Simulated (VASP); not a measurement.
## Y$_{5}$Si$_{3}$ (space group P6_3/mcm): computed properties

All values below come from PBEsol GGA, VASP's PBE PAW potentials (set 64) (plane waves; VASP).

```yaml
space_group: P6_3/mcm (193)
cell: a = 8.372 Å, b = 8.372 Å, c = 6.284 Å, α = 90.00°, β = 90.00°, γ = 120.00°
volume_per_atom: 23.84 Å³/atom
band gap (over mesh and band path): none (metal, semimetal or under 0.01 eV)
density: 4.60 g/cm³
```

```
Y5Si3
1.0
    8.37199     0.00000     0.00000
   -4.18600     7.25036     0.00000
    0.00000     0.00000     6.28444
Y Si
10 6
Cartesian
  5.20520   5.48504   4.71333
 -1.01921   1.76532   1.57111
 -2.14758   7.25036   1.57111
  2.14758   7.25036   4.71333
  1.01921   1.76532   4.71333
  3.16679   5.48504   1.57111
  0.00000   4.83357   3.14222
  4.18600   2.41678   3.14222
  4.18600   2.41678   0.00000
  0.00000   4.83357   0.00000
 -0.88378   7.25036   4.71333
  0.88378   7.25036   1.57111
  1.65111   2.85981   1.57111
  2.53489   4.39055   4.71333
 -1.65111   2.85981   4.71333
 -2.53489   4.39055   1.57111
```

The structure comes from a computed database's Y5Si3 entry (P6_3/mcm); how it stands against other phases isn't given here. It was relaxed first. Symmetry was kept, so distortions that lower it aren't found.
